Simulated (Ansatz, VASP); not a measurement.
**One calculation of LaMnIn, two programs**

File INCAR:

```
SYSTEM = LaMnIn
ALGO = Normal
EDIFF = 1E-7
ENCUT = 520
GGA = PE
ISIF = 2
ISMEAR = -1
ISPIN = 2
LASPH = .TRUE.
LCHARG = .FALSE.
LMAXMIX = 6
LORBIT = 11
LREAL = .FALSE.
LWAVE = .FALSE.
MAGMOM = 0 0 4
NBANDS = 30
NELM = 150
PREC = Accurate
SIGMA = 0.05
```

KPOINTS

```
k-points
0
G
  7 7 7
  0 0 0
```

File POSCAR:

```
LaMnIn
1.0
    4.6537863809      0.0000000000      0.0000000000
   -2.3268931904      4.0302972297      0.0000000000
    0.0000000000      0.0000000000      4.1504672742
La In Mn
1 1 1
Direct
    0.0000000000      0.0000000000      0.0000000000
    0.3333333333      0.6666666667      0.5000000000
    0.6666666667      0.3333333333      0.5000000000
```

File input.yaml:

```yaml
crystal:
  lattice:
    - [4.6537863809, 0.0, 0.0]
    - [-2.3268931904, 4.0302972297, 0.0]
    - [0.0, 0.0, 4.1504672742]
  atoms:
    - { symbol: La, position: [0.0, 0.0, 0.0] }
    - { symbol: In, position: [0.3333333333, 0.6666666667, 0.5] }
    - { symbol: Mn, position: [0.6666666667, 0.3333333333, 0.5], spin: 4.0 }
hamiltonian:
  xc: pbe
  pseudopotentials: { kind: paw }
magnetization:
  spin_polarized: true
kpoints:
  mp_grid: { grid: [7, 7, 7] }
scf:
  occupations: { method: fermi_dirac, width: 0.05 }
output:
  forces: true
  stress: true
  eigenvalues: true
```

Change from the starting cell: volume scaled by 1.04.

Alike in both runs: task single point; functional PBE; k mesh 7 × 7 × 7; occupations fermi-dirac, width 0.05 eV; collinear spin, ferromagnetic start.

```csv
,VASP,Ansatz
version,VASP 6.6.1,Ansatz 0.2.0
potentials or method,"VASP PAW PBE potentials, release 64 (La, In_d, Mn_pv)",Ansatz PAW
plane-wave cutoff (eV),520,420
valence electrons in the cell,37,39
```

VASP gave:

- gap on the k mesh at the Fermi level (eV): none
- pressure (GPa): 2.2
- largest component of the traceless stress (GPa): 2.02
- net moment per atom (μB): 1.06
- size of the moment on the site where the two differ most (μB): 0.10

Task: What did Ansatz give for the same quantities?

Result: gap on the k mesh at the Fermi level (eV): none; pressure (GPa): 2.3; largest component of the traceless stress (GPa): 2.03; net moment per atom (μB): 1.06; size of the moment on the site where the two differ most (μB): 0.05.

Site moments also hang on the region over which each program counts them. A gap of «none» marks a metal or a gap that the smearing closes. The two sets of potentials don't hold the same shells in valence.

Spin-orbit coupling is left out, which matters for the levels of La.
